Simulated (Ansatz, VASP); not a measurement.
# Au (Gold) in two plane-wave programs

Wanted: the spread between two codes on one cell, functional and k mesh. The cell is taken from a series of VASP runs on this material, whose earlier steps may have relaxed, scaled or displaced it; both programs get it as it stands. Valence electrons are named where the data sets of a main pair hold unlike numbers.

Program: Ansatz 0.2.0. Level of theory: plane waves, with VASP 6.6.1 beside it; relaxation of cell and atoms at PBEsol, spin-orbit coupling. Results are calculated unless marked as measured.

**1. Starting point**

Symmetry: Fm-3m, No. 225, cubic system. Conventional cell: a = 4.078 Å, b = 4.078 Å, c = 4.078 Å, α = 90.00°, β = 90.00°, γ = 90.00°. Nearest to Au lie 12 Au at 2.88 Å.

As a file:

```xyz
1
Lattice="0.0000 2.0391 2.0391 2.0391 0.0000 2.0391 2.0391 2.0391 0.0000" Properties=species:S:1:pos:R:3 pbc="T T T"
Au    0.0000    0.0000    0.0000
```

**2. VASP: relaxation of cell and atoms, PBEsol, spin-orbit coupling**

The relaxed volume is the usual yardstick between codes: in a stiff, nearly cubic crystal its relative difference is about their pressure difference at one cell divided by the bulk modulus.

Lines of VASP's logs that name or quote its potential files are left out, and so is its time.

Input file INCAR:

```
SYSTEM = Au
PREC = Accurate
ENCUT = 450
EDIFF = 1E-06
NELM = 100
ISMEAR = 1
SIGMA = 0.1
LREAL = .FALSE.
ALGO = Normal
GGA = PS
LNONCOLLINEAR = .TRUE.
MAGMOM = 0 0 0
NBANDS = 22
GGA_COMPAT = .FALSE.
LASPH = .TRUE.
LSORBIT = .TRUE.
LMAXMIX = 4
LORBIT = 11
LWAVE = .FALSE.
LCHARG = .FALSE.
KPAR = 2
IBRION = 2
NSW = 50
ISIF = 3
EDIFFG = -0.01
```

Input file POSCAR:

```
Au
1.0
    0.0000000000      2.0391250000      2.0391250000
    2.0391250000      0.0000000000      2.0391250000
    2.0391250000      2.0391250000      0.0000000000
Au
1
Direct
    0.0000000000      0.0000000000      0.0000000000
```

Input file KPOINTS:

```
Automatic mesh
0
Gamma
10 10 10
0 0 0
```

Potentials, in the order of the species: Au (PBE family, release 64).

Command:

```
$ mpirun -np 2 vasp_ncl
```

Numbers of over 12 decimals in the logs are rounded to 6 here.

The program printed:

```text
[banner, memory and clock lines left out]
running    2 mpi-ranks, on    1 nodes
 distrk:  each k-point on    1 cores,    2 groups
 distr:  one band on    1 cores,    1 groups

 POSCAR found type information on POSCAR Au
 POSCAR found :  1 types and       1 ions
|                                                                             |
|               ----> ADVICE to this user running VASP <----                  |
|                                                                             |
|     You enforced a specific xc type in the INCAR file but a different       |
|     [... a line on the potential file left out ...]
|     I HOPE YOU KNOW WHAT YOU ARE DOING!                                     |
|                                                                             |

 LDA part: xc-table for (Slater+PW92), standard interpolation
 POSCAR, INCAR and KPOINTS ok, starting setup
 FFT: planning ... GRIDC
 FFT: planning ... GRID_SOFT
 FFT: planning ... GRID
 WAVECAR not read
 entering main loop
       N       E                     dE             d eps       ncg     rms          rms(c)
DAV:   1     0.585668223272E+02    0.58567E+02   -0.50183E+03  2124   0.844E+02
DAV:   2    -0.340157515242E+01   -0.61968E+02   -0.58038E+02  2386   0.222E+02
DAV:   3    -0.455838462179E+01   -0.11568E+01   -0.11519E+01  2404   0.301E+01
DAV:   4    -0.456382583233E+01   -0.54412E-02   -0.54408E-02  2362   0.224E+00
DAV:   5    -0.456387949267E+01   -0.53660E-04   -0.53661E-04  2392   0.229E-01    0.113E+01
DAV:   6    -0.422401553448E+01    0.33986E+00   -0.49660E-01  2248   0.843E+00    0.690E+00
DAV:   7    -0.419960919118E+01    0.24406E-01   -0.44751E-02  2368   0.251E+00    0.339E+00
DAV:   8    -0.419656037768E+01    0.30488E-02   -0.16358E-03  2274   0.375E-01    0.142E+00
DAV:   9    -0.419631364054E+01    0.24674E-03   -0.25343E-04  2326   0.167E-01    0.120E-01
DAV:  10    -0.419631520946E+01   -0.15689E-05   -0.84185E-06  2272   0.325E-02    0.289E-02
DAV:  11    -0.419631645995E+01   -0.12505E-05   -0.57836E-07  1948   0.754E-03    0.119E-02
DAV:  12    -0.419631663829E+01   -0.17834E-06   -0.99303E-08  1172   0.339E-03
   1 F= -.41963166E+01 E0= -.41964846E+01  d E =-.419632E+01  mag=    -0.0000     0.0000    -0.0000
 curvature:   0.00 expect dE= 0.000E+00 dE for cont linesearch  0.000E+00
 trial: gam= 0.00000 g(F)=  0.476E-63 g(S)=  0.855E-04 ort = 0.000E+00 (trialstep = 0.100E+01)
 search vector abs. value=  0.855E-04
 bond charge predicted
       N       E                     dE             d eps       ncg     rms          rms(c)
DAV:   1    -0.419782552867E+01   -0.15091E-02   -0.19900E-02  2164   0.165E+00    0.240E-01
DAV:   2    -0.419634197804E+01    0.14836E-02   -0.22984E-03  2146   0.563E-01    0.123E-01
DAV:   3    -0.419628492481E+01    0.57053E-04   -0.12672E-04  2344   0.134E-01    0.899E-02
DAV:   4    -0.419628597208E+01   -0.10473E-05   -0.36202E-06  2266   0.163E-02    0.494E-02
DAV:   5    -0.419628825789E+01   -0.22858E-05   -0.29252E-06  2204   0.128E-02    0.845E-04
DAV:   6    -0.419628833143E+01   -0.73545E-07   -0.65509E-08  1208   0.214E-03
   2 F= -.41962883E+01 E0= -.41964154E+01  d E =0.283069E-04  mag=     0.0000    -0.0000     0.0000
 trial-energy change:    0.000028  1 .order    0.000028   -0.000086    0.000142
 step:   0.3751(harm=  0.3751)  dis= 0.00000  next Energy=    -4.196333 (dE=-0.160E-04)
 bond charge predicted
       N       E                     dE             d eps       ncg     rms          rms(c)
DAV:   1    -0.419693234651E+01   -0.64409E-03   -0.77723E-03  2146   0.103E+00    0.149E-01
DAV:   2    -0.419636099245E+01    0.57135E-03   -0.89044E-04  2122   0.350E-01    0.776E-02
DAV:   3    -0.419633494348E+01    0.26049E-04   -0.52252E-05  2332   0.860E-02    0.567E-02
DAV:   4    -0.419633402421E+01    0.91928E-06   -0.14703E-06  2154   0.104E-02
   3 F= -.41963340E+01 E0= -.41964874E+01  d E =-.173859E-04  mag=    -0.0000     0.0000    -0.0000
 curvature:  -0.19 expect dE=-0.412E-07 dE for cont linesearch -0.412E-07
 trial: gam= 0.00000 g(F)=  0.419E-63 g(S)=  0.220E-06 ort =-0.433E-05 (trialstep = 0.875E+00)
 search vector abs. value=  0.220E-06
 reached required accuracy - stopping structural energy minimisation
```

Parts of OUTCAR (step 2):

```text
ion  position               nearest neighbor table
   1  0.000  0.000  0.000-

  LATTYP: Found a face centered cubic cell.
 ALAT       =     4.0782500000

 Subroutine GETGRP returns: Found 48 space group operations
 (whereof 48 operations were pure point group operations)

The static configuration has the point symmetry O_h .

 Found     47 irreducible k-points:

   k-points           NKPTS =     47   k-points in BZ     NKDIM =     47   number of bands    NBANDS=     22

   dimension x,y,z NGX =    20 NGY =   20 NGZ =   20
   dimension x,y,z NGXF=    40 NGYF=   40 NGZF=   40

   ENCUT  =  450.0 eV  33.07 Ry    5.75 a.u.   4.99  4.99  4.99*2*pi/ulx,y,z

   NELECT =      11.0000    total number of electrons

 k-points in reciprocal lattice and weights: Automatic mesh
   0.00000000  0.00000000  0.00000000       0.001
   0.10000000  0.00000000  0.00000000       0.008
   0.20000000  0.00000000  0.00000000       0.008
   0.30000000  0.00000000  0.00000000       0.008
   0.40000000  0.00000000  0.00000000       0.008
   0.50000000  0.00000000  0.00000000       0.004
   0.10000000  0.10000000  0.00000000       0.006
   0.20000000  0.10000000  0.00000000       0.024
   0.30000000  0.10000000  0.00000000       0.024
[...]
-0.30000000  0.40000000  0.20000000       0.024
  -0.30000000  0.50000000  0.20000000       0.012

 average (electrostatic) potential at core
       1 -64.0438

 E-fermi :   9.3717

 k-point     1 :       0.0000    0.0000    0.0000
  band No.  band energies     occupation
    ...
      8       5.2246      1.00000
      9       6.4589      1.00000
     10       6.4589      1.00000
     11       6.4589      1.00000
     12       6.4589      1.00000
     13      23.8764      0.00000
     14      23.8764      0.00000
     15      27.1176      0.00000
     16      27.1176      0.00000
     17      28.1687      0.00000
    ...

 k-point     2 :       0.1000    0.0000    0.0000
  band No.  band energies     occupation
    ...
      8       5.2840      1.00000
      9       6.3532      1.00000
     10       6.3532      1.00000
     11       6.4826      1.00000
     12       6.4826      1.00000
     13      24.2440      0.00000
     14      24.2440      0.00000
     15      25.8269      0.00000
     16      25.8269      0.00000
     17      27.9507      0.00000
    ...

 k-point     3 :       0.2000    0.0000    0.0000
  band No.  band energies     occupation
    ...
      8       5.4923      1.00000
      9       6.1905      1.00000
     10       6.1905      1.00000
     11       6.6562      1.00000
     12       6.6562      1.00000
     13      22.3022      0.00000
     14      22.3022      0.00000
     15      25.0762      0.00000
     16      25.0762      0.00000
     17      28.5348      0.00000
    ...

  Total        0.0012320      0.0012320      0.0012320      0.0000000      0.0000000     -0.0000000
  in kB        0.1165577      0.1165577      0.1165577      0.0000000      0.0000000     -0.0000000
  external PRESSURE =       0.1165577 kB  Pullay stress =       0.0000000 kB

  energy-cutoff  :      450.00
  volume of cell :       16.94
      direct lattice vectors                 reciprocal lattice vectors
     0.000000000  2.038227912  2.038227912    -0.245311134  0.245311134  0.245311134
     2.038227912  0.000000000  2.038227912     0.245311134 -0.245311134  0.245311134
     2.038227912  2.038227912  0.000000000     0.245311134  0.245311134 -0.245311134

 POSITION                                       TOTAL-FORCE (eV/Angst)
 -----------------------------------------------------------------------------------
      0.00000      0.00000      0.00000         0.000000      0.000000     -0.000000
 -----------------------------------------------------------------------------------
    total drift:                               -0.000000     -0.000000     -0.000000

  FREE ENERGIE OF THE ION-ELECTRON SYSTEM (eV)
  ---------------------------------------------------
  free  energy   TOTEN  =        -4.1963340242 eV

  energy  without entropy=       -4.1967940381  energy(sigma->0) =       -4.19648736

 reached required accuracy - stopping structural energy minimisation

 Spin-Orbit-Coupling matrix elements
 Ion:    1  E_soc:     -0.5937681

 total charge
# of ion       s       p       d       tot
------------------------------------------
    1        0.541   0.377   8.728   9.646

 magnetization (x)
# of ion       s       p       d       tot
------------------------------------------
    1        0.000   0.000   0.000   0.000

 magnetization (y)
# of ion       s       p       d       tot
------------------------------------------
    1        0.000  -0.000   0.000  -0.000

 magnetization (z)
# of ion       s       p       d       tot
------------------------------------------
    1        0.000  -0.000   0.000   0.000

[... 3 further parts left out ...]
```

CONTCAR:

```
Au
   1.00000000000000
     0.0000000000000000    2.0382279117678737    2.0382279117678737
     2.0382279117678737    0.0000000000000000    2.0382279117678737
     2.0382279117678737    2.0382279117678737    0.0000000000000000
  Au
     1
Direct
     0.0000000000000000    0.0000000000000000    0.0000000000000000
```

This run has no spin polarisation. Its electron count is odd, so without a moment it is a metal by construction. The k-mesh is coarse for a metal. The PAW data sets were made with PBE, which is usual practice but a small mismatch for other functionals. The run keeps the 48 symmetry operations of its start, so it cannot find a distortion of lower symmetry.

[end of part 1 of 2]

[Lines on the potential files, build, host, timing and source positions are cut from VASP's logs without a mark.]

[Logs are printed without paths, hosts, clocks, repeated set-up lines and the standing remarks that a program may print on its own settings, such as how far it seeks lower states.]

[Hosts, paths, dates, database ids (printed as entryN), source tags and the programs' standing remarks are cut or masked in the printed files.]
